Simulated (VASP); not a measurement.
```
TiSe2
1.0
    1.61696    -2.80066     0.00000
    1.61696     2.80066     0.00000
    0.00000     0.00000     5.40529
Ti Se
1 2
Direct
  0.00000   0.00000   0.00000
  0.33333   0.66667   0.29172
  0.66667   0.33333   0.70828
```

All values below come from PBEsol GGA, VASP's PBE PAW potentials (set 64) (plane waves; VASP). Numerical set-up: 500 eV cut-off, 11×11×6 Γ-centred mesh, first-order Methfessel-Paxton smearing of 0.10 eV, potentials Ti_sv Se.

Without a dispersion term in the relaxation, distances and binding between the weakly bound layers, chains or molecules are unreliable, and so is what depends on them.

### Question
Estimate the energy per atom (σ→0), pressure, band gap (on the k-mesh) with the smallest direct gap where there is one.

### Answer

```json
{
  "band gap (on the k-mesh)": "none (metal, semimetal or under 0.01 eV)",
  "energy per atom (σ→0)": "-6.282 eV/atom",
  "pressure": "199.5 kbar"
}
```

The absolute energy has meaning only against runs of the same code, potentials and settings.

The compound is TiSe2 in the 1T layered structure. It was relaxed first under an external pressure of 20 GPa.
